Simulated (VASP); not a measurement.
Given:

```
PbI2
1.0
    2.11539    -3.66396     0.00000
    2.11539     3.66396     0.00000
    0.00000     0.00000     6.59916
Pb I
1 2
Direct
  0.00000   0.00000   0.00000
  0.33333   0.66667   0.29485
  0.66667   0.33333   0.70515
```

Method: PBEsol GGA, VASP's PBE PAW potentials (set 64) (plane waves; VASP). Settings: 500 eV cut-off, 6×6×4 Γ-centred mesh, Gaussian smearing of 0.050 eV, potentials Pb_d I.

Without a dispersion term in the relaxation, distances and binding between the weakly bound layers, chains or molecules are unreliable, and so is what depends on them. Unless said otherwise, spin-orbit coupling is left out, though it shifts the bands of the heavy elements here.

Task: Estimate the energy per atom (σ→0), pressure, band gap (on the k-mesh) with the smallest direct gap where there is one.

Result: 
| Quantity | Result |
|---|---|
| band gap (on the k-mesh) | 1.69 eV |
| smallest direct gap (on the k-mesh) | 1.69 eV |
| energy per atom (σ→0) | -3.019 eV/atom |
| pressure | 4.98 GPa |

The absolute energy has meaning only against runs of the same code, potentials and settings.

The compound is PbI2 in the 1T layered structure. It was relaxed first under an external pressure of 5 GPa.
